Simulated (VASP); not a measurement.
Energy against volume of C (diamond). Calculation: PBE GGA with D4 dispersion, VASP's PBE PAW potentials (set 64) (plane waves; VASP).

```csv
V (Å³/atom),E (eV/atom)
5.297,-9.27450
5.466,-9.29839
5.635,-9.30603
5.804,-9.29959
5.973,-9.28088
```

Fit a third-order Birch-Murnaghan equation of state.

```yaml
volume_per_atom: 5.64 Å³/atom
bulk_modulus: 444 GPa
pressure_derivative_of_the_bulk_modulus: 3.67
lattice_constant_a: 3.560 Å
```

Measured: bulk modulus 455 GPa at 0 K (computed value off by -2.4 %), as given by Daniel Mejia-Rodriguez et al., Physical Review B (2018), arXiv:1807.09216 [0 K value with the zero-point phonon effect removed]; a 3.553 Å at 0 K (computed value off by +0.2 %), as given by Daniel Mejia-Rodriguez et al., Physical Review B (2018), arXiv:1807.09216 [static lattice: zero-point anharmonic expansion removed].

The compound is C in the diamond structure. It was relaxed first.
